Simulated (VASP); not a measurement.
Consider the following.

```
CELL_PARAMETERS angstrom
      1.26215    -2.18611     0.00000
      1.26215     2.18611     0.00000
      0.00000     0.00000     9.03040
ATOMIC_POSITIONS crystal
  B  0.33333 0.66667 0.25000
  B  0.66667 0.33333 0.75000
  N  0.66667 0.33333 0.25000
  N  0.33333 0.66667 0.75000
```

The numbers are results of RPBE GGA, VASP's PBE PAW potentials (set 64) (plane waves; VASP), not measurements. Settings: 520 eV cut-off, Gaussian smearing of 0.050 eV, potentials B N.

Without a dispersion term in the relaxation, distances and binding between the weakly bound layers, chains or molecules are unreliable, and so is what depends on them.

Problem. Estimate the band gap (along the path) with the smallest direct gap where there is one.

Solution. 
- band gap (along the path): 4.45 eV
- smallest direct gap (along the path): 4.68 eV

The absolute energy has meaning only against runs of the same code, potentials and settings.

The compound is BN in the hex structure. It was relaxed first, which changed the volume by +38 %.
